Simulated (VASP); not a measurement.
Output of a VASP run:

OUTCAR:
```
 ion  position               nearest neighbor table
   1  0.125  0.125  0.125-   2 3.10   3 3.10   4 3.10   4 3.10   3 3.10   2 3.10
   2  0.625  0.125  0.125-   1 3.10   4 3.10   3 3.10   1 3.10   3 3.10   4 3.10
   3  0.125  0.625  0.125-   1 3.10   4 3.10   1 3.10   2 3.10   4 3.10   2 3.10
   4  0.125  0.125  0.625-   1 3.10   1 3.10   2 3.10   3 3.10   3 3.10   2 3.10
   5  0.750  0.750  0.750-
   6  0.500  0.500  0.500-
  LATTYP: Found a face centered cubic cell.
 ALAT       =     8.7754820000
 Subroutine PRICEL returns:
 Original cell was already a primitive cell.
 Subroutine GETGRP returns: Found 48 space group operations
The static configuration has the point symmetry T_d .
 The point group associated with its full space group is O_h .
The dynamic configuration has the point symmetry T_d .
 Subroutine INISYM returns: Found 48 space group operations
 Subroutine IBZKPT returns following result:
 Found      4 irreducible k-points:

 Following reciprocal coordinates:
            Coordinates               Weight
  0.000000  0.000000  0.000000      1.000000
  0.333333  0.000000  0.000000      8.000000
  0.333333  0.333333  0.000000      6.000000
 -0.333333  0.333333  0.000000     12.000000
   k-points           NKPTS =      4   k-points in BZ     NKDIM =      4   number of bands    NBANDS=     43
   number of dos      NEDOS =    301   number of ions     NIONS =      6
   total plane-waves  NPLWV =  46656
   dimension x,y,z NGX =    36 NGY =   36 NGZ =   36
   dimension x,y,z NGXF=    72 NGYF=   72 NGZF=   72
   ions per type =               4   2
   PREC   = accura    normal or accurate (medium, high low for compatibility)
   ISTART =      0    job   : 0-new  1-cont  2-samecut
   ICHARG =      2    charge: 1-file 2-atom 10-const
   ISPIN  =      1    spin polarized calculation?
   LNONCOLLINEAR =      F non collinear calculations
   LSORBIT =      F    spin-orbit coupling
   INIWAV =      1    electr: 0-lowe 1-rand  2-diag
   ENCUT  =  300.0 eV  22.05 Ry    4.70 a.u.   8.76  8.76  8.76*2*pi/ulx,y,z
   NELM   =    100;   NELMIN=  2; NELMDL= -5     # of ELM steps
   EDIFF  = 0.1E-05   stopping-criterion for ELM
   LREAL  =      F    real-space projection
   NLSPLINE    = F    spline interpolate recip. space projectors
   LMAXMIX     =    4 max onsite mixed and CHGCAR
   VOSKOWN=      0    Vosko Wilk Nusair interpolation
   EDIFFG = 0.1E-04   stopping-criterion for IOM
   NSW    =      0    number of steps for IOM
   NBLOCK =      1;   KBLOCK =      1    inner block; outer block
   IBRION =     -1    ionic relax: 0-MD 1-quasi-New 2-CG
   NFREE  =      0    steps in history (QN), initial steepest desc. (CG)
   ISIF   =      2    stress and relaxation
   ISYM   =      2    0-nonsym 1-usesym 2-fastsym
   TEIN   =    0.0    initial temperature
   TEBEG  =    0.0;   TEEND  =   0.0 temperature during run
   SMASS  =  -3.00    Nose mass-parameter (am)
   PSTRESS=    0.0 pullay stress
   NELECT =      72.0000    total number of electrons
   EFERMI =   0.00;   METHOD = LEGACY
   ISMEAR =     0;   SIGMA  =   0.05  broadening in eV -4-tet -1-fermi 0-gaus
   IALGO  =     38    algorithm
   LDIAG  =      T    sub-space diagonalisation (order eigenvalues)
   IMIX   =      4    mixing-type and parameters
     AMIX     =   0.40;   BMIX     =  1.00
     AMIX_MAG =   1.60;   BMIX_MAG =  1.00
     AMIN     =   0.10
   GGA     = PE    functional components
   VOSKOWN =     0    Vosko Wilk Nusair interpolation
   LHFCALC =     F    Hartree Fock is set to
   LHFONE  =     F    Hartree Fock one center treatment
   AEXX    =    0.0000 exact exchange contribution
   IVDW    =     0    specifies the selected vdW correction
   LEPSILON=     F    determine dielectric tensor
   LRPA    =     F    only Hartree local field effects (RPA)
  energy-cutoff  :      300.00
  volume of cell :      168.95
      direct lattice vectors                 reciprocal lattice vectors
     0.000000000  4.387741000  4.387741000    -0.113953855  0.113953855  0.113953855
     4.387741000  0.000000000  4.387741000     0.113953855 -0.113953855  0.113953855
     4.387741000  4.387741000  0.000000000     0.113953855  0.113953855 -0.113953855
 k-point     1 :   0.0000 0.0000 0.0000  plane waves:    1989
...
```

OSZICAR:
```
       N       E                     dE             d eps       ncg     rms          rms(c)
DAV:   1     0.658467755136E+03    0.65847E+03   -0.26608E+04   344   0.123E+03
DAV:   2     0.337660549188E+02   -0.62470E+03   -0.61485E+03   382   0.404E+02
DAV:   3    -0.283085201883E+02   -0.62075E+02   -0.60982E+02   530   0.116E+02
DAV:   4    -0.335072329877E+02   -0.51987E+01   -0.51268E+01   520   0.267E+01
DAV:   5    -0.339482379049E+02   -0.44100E+00   -0.44044E+00   533   0.630E+00    0.154E+01
DAV:   6    -0.324574917598E+02    0.14907E+01   -0.34469E+00   389   0.122E+01    0.643E+00
DAV:   7    -0.322181831441E+02    0.23931E+00   -0.10126E+00   440   0.520E+00    0.133E+00
DAV:   8    -0.322200968542E+02   -0.19137E-02   -0.90223E-02   488   0.130E+00    0.902E-01
DAV:   9    -0.322200291729E+02    0.67681E-04   -0.13713E-02   440   0.781E-01    0.190E-01
DAV:  10    -0.322202027946E+02   -0.17362E-03   -0.11161E-03   528   0.159E-01    0.661E-02
DAV:  11    -0.322201840289E+02    0.18766E-04   -0.61613E-05   456   0.419E-02    0.354E-02
DAV:  12    -0.322201925258E+02   -0.84969E-05   -0.19001E-05   424   0.244E-02    0.534E-03
DAV:  13    -0.322201919930E+02    0.53283E-06   -0.83407E-07   232   0.624E-03
   1 F= -.32220192E+02 E0= -.32212347E+02  d E =-.156907E-01
```

### OUTCAR
```
------------------------ aborting loop because EDIFF is reached ----------------------------------------
  FORCE on cell =-STRESS in cart. coord.  units (eV):
  Direction    XX          YY          ZZ          XY          YZ          ZX
  --------------------------------------------------------------------------------------
  Total      -11.4667284    -11.4667284    -11.4667284      0.0000000     -0.0000000      0.0000000
  in kB     -108.7419611   -108.7419611   -108.7419611      0.0000000     -0.0000000      0.0000000
  external PRESSURE =    -108.7419611 kB  Pullay stress =       0.0000000 kB
  volume of cell :      168.95
      direct lattice vectors                 reciprocal lattice vectors
     0.000000000  4.387741000  4.387741000    -0.113953855  0.113953855  0.113953855
     4.387741000  0.000000000  4.387741000     0.113953855 -0.113953855  0.113953855
     4.387741000  4.387741000  0.000000000     0.113953855  0.113953855 -0.113953855
 POSITION                                       TOTAL-FORCE (eV/Angst)
 -----------------------------------------------------------------------------------
      1.09694      1.09694      1.09694         0.000000      0.000000     -0.000000
      1.09694      3.29081      3.29081         0.000000      0.000000     -0.000000
      3.29081      1.09694      3.29081         0.000000      0.000000     -0.000000
      3.29081      3.29081      1.09694         0.000000      0.000000     -0.000000
      6.58161      6.58161      6.58161        -0.000000      0.000000      0.000000
      4.38774      4.38774      4.38774         0.000000     -0.000000     -0.000000
 -----------------------------------------------------------------------------------
    total drift:                                0.000000      0.000000      0.000000
  FREE ENERGIE OF THE ION-ELECTRON SYSTEM (eV)
  ---------------------------------------------------
  free  energy   TOTEN  =       -32.2201919930 eV

  energy  without entropy=      -32.2045013056  energy(sigma->0) =      -32.21234665
```
(Selected blocks of OUTCAR.)

### POSCAR
```
Zr2Zn
1
    0.0000000000     4.3877410000     4.3877410000
    4.3877410000     0.0000000000     4.3877410000
    4.3877410000     4.3877410000     0.0000000000
Zr Zn
4 2
Direct
  0.1250000000   0.1250000000   0.1250000000
  0.6250000000   0.1250000000   0.1250000000
  0.1250000000   0.6250000000   0.1250000000
  0.1250000000   0.1250000000   0.6250000000
  0.7500000000   0.7500000000   0.7500000000
  0.5000000000   0.5000000000   0.5000000000
```

Reconstruct the remaining input files.

One answer among several that fit: the input of the run itself, PBE GGA, plane waves, VASP's PBE PAW potentials (set 64).

### INCAR
```
! general
SYSTEM  = Zr2Zn
PREC    = Accurate
ENCUT   = 300
LREAL   = .FALSE.
LASPH   = .TRUE.

! electronic loop
EDIFF   = 1E-6
NELM    = 100
ALGO    = Normal
LMAXMIX = 4

! smearing
ISMEAR  = 0
SIGMA   = 0.05

! functional
GGA     = PE

! ions
ISIF    = 2

! output
LWAVE   = .FALSE.
LCHARG  = .FALSE.
```

**KPOINTS**
```
Automatic mesh
0
Gamma
3 3 3
0 0 0
```

POTCAR, in this order: Zr_sv Zn (PBE.64 set). Program: vasp_std.

At this cut-off the stress carries a Pulay error, which pulls relaxed volumes low.

The structure was generated: Zr2Zn was put into an ordered model structure, which need not be its known phase. The cell was not relaxed at this level. The k-mesh is coarse (spacing up to 0.41 per Å, 2π included), so the numbers may not be converged in it.
